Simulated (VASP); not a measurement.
# MoS2 (R3m): band edges, masses and strain, part 6 of 10

Wanted: where the band edges of MoS2 lie, how heavy the carriers are and how strain moves the gap. The start is a cell from a database of measured crystal structures.

VASP 6.6.1, plane waves and PAW; the level of theory is named at each step.

So far, least gap on mesh and path (eV): step 3 (bands on a dense mesh, PBEsol) 0.884; step 5 (bands with spin-orbit coupling, PBEsol, spin-orbit coupling) 0.854; step 8 (bands on the mesh of the strain series, PBEsol) 0.883; step 10 (bands of the strained cell, strain hydrostatic -0.5 %, PBEsol) 0.860.

## 12. Bands of the strained cell, strain hydrostatic 0.5 %

Level of this step: PBEsol; plane waves and PAW (Mo_sv, S) (VASP).

Input file INCAR:

```
SYSTEM = MoS2
PREC = Accurate
ENCUT = 400
EDIFF = 1E-06
NELM = 100
ISMEAR = 0
SIGMA = 0.02
LREAL = .FALSE.
ALGO = Normal
GGA = PS
NBANDS = 26
LASPH = .TRUE.
LORBIT = 11
LWAVE = .FALSE.
LCHARG = .FALSE.
KPAR = 4
ISIF = 2
```

Input file POSCAR:

```
MoS2
1.0
    1.5878999397      0.9167744580      6.1807500000
   -1.5878999397      0.9167744580      6.1807500000
    0.0000000000     -1.8335489159      6.1807500000
Mo S
1 2
Direct
    0.0000983577      0.0000983577      0.0000983577
    0.2500345212      0.2500345212      0.2500345212
    0.4168671211      0.4168671211      0.4168671211
```

Input file KPOINTS:

```
Automatic mesh
0
Gamma
10 10 10
0 0 0
```

Input file KPOINTS_OPT:

```
Line mode
16
Line-mode
Reciprocal
  0.00000000   0.00000000   0.00000000 GAMMA
  0.50000000   0.00000000   0.00000000 L

  0.50000000   0.00000000   0.00000000 L
  0.50000000   0.18133401  -0.18133401 B1

  0.81866599   0.50000000   0.18133401 B
  0.50000000   0.50000000   0.50000000 Z

  0.50000000   0.50000000   0.50000000 Z
  0.00000000   0.00000000   0.00000000 GAMMA

  0.00000000   0.00000000   0.00000000 GAMMA
  0.34066700   0.00000000  -0.34066700 X

  0.65933300   0.34066700   0.00000000 Q
  0.50000000   0.50000000   0.00000000 F

  0.50000000   0.50000000   0.00000000 F
  0.65933300   0.65933300   0.18133401 P1

  0.65933300   0.65933300   0.18133401 P1
  0.50000000   0.50000000   0.50000000 Z

  0.50000000   0.00000000   0.00000000 L
  0.81866599   0.34066700   0.34066700 P
```

The projector-augmented-wave data sets are Mo_sv and S (PBE family, release 64).

The run is started by

```console
$ mpirun -np 4 vasp_std
```

The program printed:

```text
[... set-up lines as in an earlier step ...]
 entering main loop
       N       E                     dE             d eps       ncg     rms          rms(c)
DAV:   1     0.145249631477E+03    0.14525E+03   -0.11252E+04  6144   0.774E+02
DAV:   2    -0.196562715757E+02   -0.16491E+03   -0.15929E+03  7344   0.235E+02
DAV:   3    -0.248769635784E+02   -0.52207E+01   -0.51845E+01  7412   0.393E+01
DAV:   4    -0.249214271544E+02   -0.44464E-01   -0.44444E-01  7340   0.399E+00
[...]
DAV:  12    -0.234387684863E+02    0.15491E-04   -0.46314E-05  6596   0.330E-02    0.288E-02
DAV:  13    -0.234387754285E+02   -0.69422E-05   -0.68936E-06  6512   0.127E-02    0.627E-03
DAV:  14    -0.234387754683E+02   -0.39796E-07   -0.52629E-07  5700   0.360E-03
   1 F= -.23438775E+02 E0= -.23438775E+02  d E =-.563771E-57
 Start KPOINTS_OPT (optional k-point list driver)
k-point batch [1-116\144]
       N       E                     dE             ncg
DAV:   1    -0.963944905514E+04   -0.83142E+05     6296
DAV:   2    -0.282535168641E+05   -0.18614E+05     7400
DAV:   3    -0.288153145819E+05   -0.56180E+03     7310
DAV:   4    -0.288200864841E+05   -0.47719E+01     7278
DAV:   5    -0.288201497373E+05   -0.63253E-01     7290
DAV:   6    -0.288201509212E+05   -0.11839E-02     7344
DAV:   7    -0.288201509479E+05   -0.26699E-04     7306
DAV:   8    -0.288201509485E+05   -0.57994E-06     5292
k-point batch [117-144\144]
       N       E                     dE             ncg
DAV:   1     0.518044330521E+05   -0.21516E+05     1520
DAV:   2     0.473296833417E+05   -0.44747E+04     1810
DAV:   3     0.471966061931E+05   -0.13308E+03     1848
DAV:   4     0.471954975866E+05   -0.11086E+01     1758
DAV:   5     0.471954832632E+05   -0.14323E-01     1818
DAV:   6     0.471954829983E+05   -0.26492E-03     1782
DAV:   7     0.471954829923E+05   -0.59112E-05     1808
DAV:   8     0.471954829922E+05   -0.12579E-06     1332
```

Elapsed: 59 s, on 4 MPI ranks of Intel Xeon 6975P-C (Granite Rapids), shared host; peak memory 1.4 GiB; 3.9 min of CPU time.

OUTCAR, selected parts (step 12):

```text
  Total       -1.0044784     -1.0044784     -0.0404210      0.0000000     -0.0000000      0.0000000
  in kB      -29.8107652    -29.8107652     -1.1996099      0.0000000     -0.0000000      0.0000000
  external PRESSURE =     -20.2737135 kB  Pullay stress =       0.0000000 kB

 POSITION                                       TOTAL-FORCE (eV/Angst)
 -----------------------------------------------------------------------------------
      0.00000      0.00000      0.00182         0.000000      0.000000      0.001037
      0.00000      0.00000      4.63620         0.000000     -0.000000     -0.000171
      0.00000      0.00000      7.72965         0.000000     -0.000000     -0.000866
 -----------------------------------------------------------------------------------
    total drift:                                0.000000      0.000000      0.000013

  FREE ENERGIE OF THE ION-ELECTRON SYSTEM (eV)
  ---------------------------------------------------
  free  energy   TOTEN  =       -23.4387754683 eV

  energy  without entropy=      -23.4387754683  energy(sigma->0) =      -23.43877547

[... 2 parts as in an earlier step ...]

[... 1 further part left out ...]
[key lines of the parts left out:]
E-fermi :   7.5976
```

The run ends at a pressure of -2.03 GPa, with forces up to 0.0010 eV/Å.

## 13. Strained cell, atoms relaxed, strain along x -0.5 %

Changes to INCAR since step 12:

```diff
@@ -10,3 +10,3 @@
 GGA = PS
-NBANDS = 26
+NBANDS = 19
 LASPH = .TRUE.
@@ -16,2 +16,5 @@
 KPAR = 4
+IBRION = 2
+NSW = 30
 ISIF = 2
+EDIFFG = -0.003
```

Input file POSCAR:

```
MoS2
1.0
    1.5720999403      0.9122133910      6.1500000000
   -1.5720999403      0.9122133910      6.1500000000
    0.0000000000     -1.8244267820      6.1500000000
Mo S
1 2
Direct
    0.0000969778      0.0000969778      0.0000969778
    0.2493547625      0.2493547625      0.2493547625
    0.4175482597      0.4175482597      0.4175482597
```

KPOINTS is that of step 12.

The run is started by

```console
$ mpirun -np 4 vasp_std
```

The program printed:

```text
[... set-up lines as in an earlier step ...]
 entering main loop
       N       E                     dE             d eps       ncg     rms          rms(c)
DAV:   1     0.147719316935E+03    0.14772E+03   -0.11878E+04 11100   0.106E+03
DAV:   2    -0.192998062220E+02   -0.16702E+03   -0.16317E+03 13460   0.290E+02
DAV:   3    -0.248364193959E+02   -0.55366E+01   -0.54954E+01 13146   0.500E+01
DAV:   4    -0.248941117017E+02   -0.57692E-01   -0.57666E-01 13444   0.544E+00
[...]
DAV:  12    -0.234458018452E+02    0.17784E-04   -0.78733E-05 12308   0.585E-02    0.229E-02
DAV:  13    -0.234458113910E+02   -0.95458E-05   -0.16707E-05 11808   0.236E-02    0.796E-03
DAV:  14    -0.234458114371E+02   -0.46125E-07   -0.10735E-06  7865   0.655E-03
   1 F= -.23445811E+02 E0= -.23445811E+02  d E =-.234458E+02
[... from here on, the cycles between the ionic steps are left out ...]
   2 F= -.23445964E+02 E0= -.23445964E+02  d E =-.152694E-03
   3 F= -.23445965E+02 E0= -.23445965E+02  d E =-.153592E-03
   4 F= -.23445965E+02 E0= -.23445965E+02  d E =-.153532E-03
   5 F= -.23445971E+02 E0= -.23445971E+02  d E =-.578600E-05
   6 F= -.23445971E+02 E0= -.23445971E+02  d E =-.630345E-05
[...]
reached required accuracy - stopping structural energy minimisation
```

Run time: 2 min. Hardware: 4 MPI ranks; peak memory 1.6 GiB.

OUTCAR, selected parts (step 13):

```text
  Total       -0.1536691     -0.4378231      0.0435963      0.0000000      0.0048024      0.0000000
  in kB       -4.6525827    -13.2558098      1.3199504      0.0000000      0.1454008      0.0000000
  external PRESSURE =      -5.5294807 kB  Pullay stress =       0.0000000 kB

 POSITION                                       TOTAL-FORCE (eV/Angst)
 -----------------------------------------------------------------------------------
      0.00000     -1.82331      6.15178         0.000000     -0.001244      0.000371
      0.00000     -0.00051      4.59797         0.000000      0.000859     -0.000076
      0.00000     -0.00060      7.70640         0.000000      0.000385     -0.000295
 -----------------------------------------------------------------------------------
    total drift:                               -0.000000     -0.000212      0.000098

  FREE ENERGIE OF THE ION-ELECTRON SYSTEM (eV)
  ---------------------------------------------------
  free  energy   TOTEN  =       -23.4459712724 eV

  energy  without entropy=      -23.4459712724  energy(sigma->0) =      -23.44597127

[... 1 part as in an earlier step ...]

[... 3 further parts left out ...]
[key lines of the parts left out:]
E-fermi :   7.9012
```

The run keeps the 2 symmetry operations of its start, so it cannot find a distortion of lower symmetry.

Hardly anything moved in the relaxation; the energy changed by under 0.2 meV an atom.

## 14. Bands of the strained cell, strain along x -0.5 %

Changes to INCAR since step 13:

```diff
@@ -10,3 +10,3 @@
 GGA = PS
-NBANDS = 19
+NBANDS = 26
 LASPH = .TRUE.
@@ -16,5 +16,2 @@
 KPAR = 4
-IBRION = 2
-NSW = 30
 ISIF = 2
-EDIFFG = -0.003
```

Input file POSCAR:

```
MoS2
1.0
    1.5720999403      0.9122133910      6.1500000000
   -1.5720999403      0.9122133910      6.1500000000
    0.0000000000     -1.8244267820      6.1500000000
Mo S
1 2
Direct
    0.0003000902      0.0003000902      0.9996891246
    0.2491186194      0.2491186194      0.2494004047
    0.4175812904      0.4175812904      0.4179104708
```

KPOINTS is that of step 13.

Input file KPOINTS_OPT:

```
Line mode
16
Line-mode
Reciprocal
  0.00000000   0.00000000   0.00000000 GAMMA
 -0.50000000  -0.50000000   0.00000000 Y

 -0.50000000  -0.50000000   0.00000000 Y
 -0.34066700  -0.34066700   0.18133401 F

 -0.34066700  -0.34066700   0.18133401 F
  0.00000000   0.00000000   0.50000000 L

  0.00000000   0.00000000   0.50000000 L
 -0.18201895   0.18201895   0.50000000 I

  0.18201895   0.81798105   0.50000000 I1
  0.50000000   0.50000000   0.50000000 Z

  0.50000000   0.50000000   0.50000000 Z
  0.34066700   0.34066700   0.81866599 F1

 -0.50000000  -0.50000000   0.00000000 Y
 -0.66023740  -0.33976260   0.00000000 X1

 -0.33976260   0.33976260   0.00000000 X
  0.00000000   0.00000000   0.00000000 GAMMA

  0.00000000   0.00000000   0.00000000 GAMMA
 -0.50000000   0.00000000   0.00000000 N

  0.00000000   0.50000000   0.50000000 M
  0.00000000   0.00000000   0.00000000 GAMMA
```

The run is started by

```console
$ mpirun -np 4 vasp_std
```

The program printed:

```text
[... set-up lines as in an earlier step ...]
 entering main loop
       N       E                     dE             d eps       ncg     rms          rms(c)
DAV:   1     0.145462035817E+03    0.14546E+03   -0.11255E+04 15016   0.777E+02
DAV:   2    -0.196352879970E+02   -0.16510E+03   -0.15925E+03 17748   0.236E+02
DAV:   3    -0.248533300516E+02   -0.52180E+01   -0.51806E+01 18126   0.394E+01
DAV:   4    -0.248965146217E+02   -0.43185E-01   -0.43166E-01 17862   0.395E+00
[...]
DAV:  12    -0.234459654278E+02    0.16244E-04   -0.43977E-05 15906   0.322E-02    0.306E-02
DAV:  13    -0.234459712015E+02   -0.57737E-05   -0.62755E-06 15816   0.123E-02    0.661E-03
DAV:  14    -0.234459712293E+02   -0.27815E-07   -0.56503E-07 13452   0.381E-03
   1 F= -.23445971E+02 E0= -.23445971E+02  d E =-.426184E-21
 Start KPOINTS_OPT (optional k-point list driver)
k-point batch [1-160\160]
       N       E                     dE             ncg
DAV:   1    -0.882967864595E+04   -0.11795E+06     8640
DAV:   2    -0.345910441232E+05   -0.25761E+05    10198
DAV:   3    -0.353577718683E+05   -0.76673E+03    10066
DAV:   4    -0.353639767342E+05   -0.62049E+01    10156
DAV:   5    -0.353640546426E+05   -0.77908E-01    10202
DAV:   6    -0.353640560241E+05   -0.13815E-02    10220
DAV:   7    -0.353640560537E+05   -0.29556E-04    10064
DAV:   8    -0.353640560543E+05   -0.65596E-06     7496
```

It took 1.7 min on 4 MPI ranks; peak memory 2.1 GiB.

From OUTCAR (step 14):

```text
  Total       -0.1542175     -0.4371738      0.0464630      0.0000000      0.0047582      0.0000000
  in kB       -4.6691881    -13.2361520      1.4067431      0.0000000      0.1440630      0.0000000
  external PRESSURE =      -5.4995323 kB  Pullay stress =       0.0000000 kB

 POSITION                                       TOTAL-FORCE (eV/Angst)
 -----------------------------------------------------------------------------------
      0.00000     -1.82331      6.15178         0.000000     -0.000796      0.000395
      0.00000     -0.00051      4.59797         0.000000      0.000622      0.000285
      0.00000     -0.00060      7.70640         0.000000      0.000173     -0.000680
 -----------------------------------------------------------------------------------
    total drift:                               -0.000000     -0.000007      0.000080

  FREE ENERGIE OF THE ION-ELECTRON SYSTEM (eV)
  ---------------------------------------------------
  free  energy   TOTEN  =       -23.4459712293 eV

  energy  without entropy=      -23.4459712293  energy(sigma->0) =      -23.44597123

[... 1 part as in an earlier step ...]

[... 2 further parts left out ...]
[key lines of the parts left out:]
E-fermi :   7.7228
```

The run ends at a pressure of -0.55 GPa, with forces up to 8.9e-4 eV/Å.

## 15. Strained cell, atoms relaxed, strain along x 0.5 %

Changes to INCAR since step 14:

```diff
@@ -10,3 +10,3 @@
 GGA = PS
-NBANDS = 26
+NBANDS = 19
 LASPH = .TRUE.
@@ -16,2 +16,5 @@
 KPAR = 4
+IBRION = 2
+NSW = 30
 ISIF = 2
+EDIFFG = -0.003
```

Input file POSCAR:

```
MoS2
1.0
    1.5878999397      0.9122133910      6.1500000000
   -1.5878999397      0.9122133910      6.1500000000
    0.0000000000     -1.8244267820      6.1500000000
Mo S
1 2
Direct
    0.0000969778      0.0000969778      0.0000969778
    0.2493547625      0.2493547625      0.2493547625
    0.4175482597      0.4175482597      0.4175482597
```

KPOINTS is that of step 14.

The run is started by

```console
$ mpirun -np 4 vasp_std
```

The program printed:

```text
[... set-up lines as in an earlier step ...]
 entering main loop
       N       E                     dE             d eps       ncg     rms          rms(c)
DAV:   1     0.148982118047E+03    0.14898E+03   -0.11843E+04 11028   0.106E+03
DAV:   2    -0.192812508539E+02   -0.16826E+03   -0.16448E+03 13605   0.291E+02
DAV:   3    -0.248529464944E+02   -0.55717E+01   -0.55263E+01 13018   0.500E+01
DAV:   4    -0.249143703241E+02   -0.61424E-01   -0.61391E-01 13525   0.558E+00
[...]
DAV:  12    -0.234416270736E+02    0.20871E-04   -0.90322E-05 12264   0.629E-02    0.263E-02
DAV:  13    -0.234416373073E+02   -0.10234E-04   -0.19097E-05 11793   0.254E-02    0.869E-03
DAV:  14    -0.234416373608E+02   -0.53525E-07   -0.12313E-06  7920   0.698E-03
   1 F= -.23441637E+02 E0= -.23441637E+02  d E =-.234416E+02
[... from here on, the cycles between the ionic steps are left out ...]
   2 F= -.23441789E+02 E0= -.23441789E+02  d E =-.151810E-03
   3 F= -.23441789E+02 E0= -.23441789E+02  d E =-.152034E-03
   4 F= -.23441789E+02 E0= -.23441789E+02  d E =-.151959E-03
   5 F= -.23441795E+02 E0= -.23441795E+02  d E =-.549840E-05
   6 F= -.23441795E+02 E0= -.23441795E+02  d E =-.600113E-05
[...]
reached required accuracy - stopping structural energy minimisation
```

Run time: 2.2 min. Hardware: 4 MPI ranks; peak memory 1.6 GiB.

OUTCAR, selected parts (step 15):

```text
  Total       -0.8933694     -0.6212925      0.0207959      0.0000000     -0.0046273      0.0000000
  in kB      -26.7790837    -18.6234750      0.6233664      0.0000000     -0.1387057      0.0000000
  external PRESSURE =     -14.9263975 kB  Pullay stress =       0.0000000 kB

 POSITION                                       TOTAL-FORCE (eV/Angst)
 -----------------------------------------------------------------------------------
      0.00000      1.82332     12.30180         0.000000      0.001114      0.000071
      0.00000      0.00051      4.60319         0.000000     -0.000780     -0.000060
      0.00000      0.00060      7.70115         0.000000     -0.000334     -0.000011
 -----------------------------------------------------------------------------------
    total drift:                               -0.000000      0.000202      0.000071

  FREE ENERGIE OF THE ION-ELECTRON SYSTEM (eV)
  ---------------------------------------------------
  free  energy   TOTEN  =       -23.4417953208 eV

  energy  without entropy=      -23.4417953208  energy(sigma->0) =      -23.44179532

[... 2 parts as in an earlier step ...]

[... 2 further parts left out ...]
[key lines of the parts left out:]
E-fermi :   7.7352
```

No atom moved by 0.005 Å in the relaxation.

(Part 6 of 10 ends here.)

[Lines on the potential files, build, host, timing and source positions are cut from VASP's logs without a mark.]

[Logs are printed without paths, hosts, clocks, repeated set-up lines and the standing remarks that a program may print on its own settings, such as how far it seeks lower states.]

[Hosts, paths, dates, database ids (printed as entryN), source tags and the programs' standing remarks are cut or masked in the printed files.]

[In band tables of VASP the shares of atoms and orbitals are scaled to a sum of 1 inside the atoms' spheres.]

[Gaps and slopes under strain along one axis are those of the sampled path and mesh points; where strain splits equal valleys, another of them can be the edge.]
